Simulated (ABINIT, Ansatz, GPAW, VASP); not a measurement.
**Code comparison for KBr (Fm-3m, 2 atoms in the cell)**

Self-consistent single point.

```yaml
crystal:
  lattice:
    - [0.00000, 3.30000, 3.30000]
    - [3.30000, 0.00000, 3.30000]
    - [3.30000, 3.30000, 0.00000]
  atoms:
    - { symbol: K, position: [0.00000, 0.00000, 0.00000] }
    - { symbol: Br, position: [0.50000, 0.50000, 0.50000] }
```

All programs got the same cell, k-point mesh and kind of occupations (in Ansatz's words: kpoints.mp_grid.grid = 6 6 6; scf.occupations.method = fermi_dirac; scf.occupations.width = 0.05 eV); potentials, basis and cutoffs are each program's usual ones.

| code | model | pressure (GPa) | gap on the mesh (eV) | cutoff |
|---|---|---|---|---|
| ABINIT | PBE, PAW (JTH v2.0 PBE PAW) | 0.74 | 4.432 | 21 Ha |
| VASP | PBE, VASP's PBE PAW potentials (set 64) | – | 4.433 | 300 eV |
| Ansatz | PBE, default PAW files | 0.71 | 4.435 | 420 eV |
| GPAW | PBE, GPAW PAW datasets PBE (gpaw-data 1.0.1) | 0.67 | 4.442 | 550 eV |

A dash marks a value that a program does not give, or that is left out as unsure.

Gaps are read on the mesh.

The spread over the programs that give each value: pressure within 0.07 GPa; gap on the mesh within 0.010 eV.

The starting cell has typed, rounded lattice constants, without a prior relaxation at this level.

**Question.** Why do the programs differ, and what cannot be compared?

**Answer.** Differences of this kind can come from the potentials, where these differ, and from what each basis and cutoff leave unconverged. The zero of total energies and Fermi levels follows the potentials and each program's conventions, so they are not compared here. Ansatz's pressure is given at a fixed set of plane waves, as the other plane-wave codes print theirs.

VASP's run is marked for a possible Pulay error in its stress at this cutoff; no cutoff test was made.

Left out of this page: Quantum ESPRESSO, CP2K, PySCF, Elk, FLEUR and SIESTA (not drawn, or without a comparable value).

Ansatz is a first-principles code.

Keys are those of Ansatz 0.2.
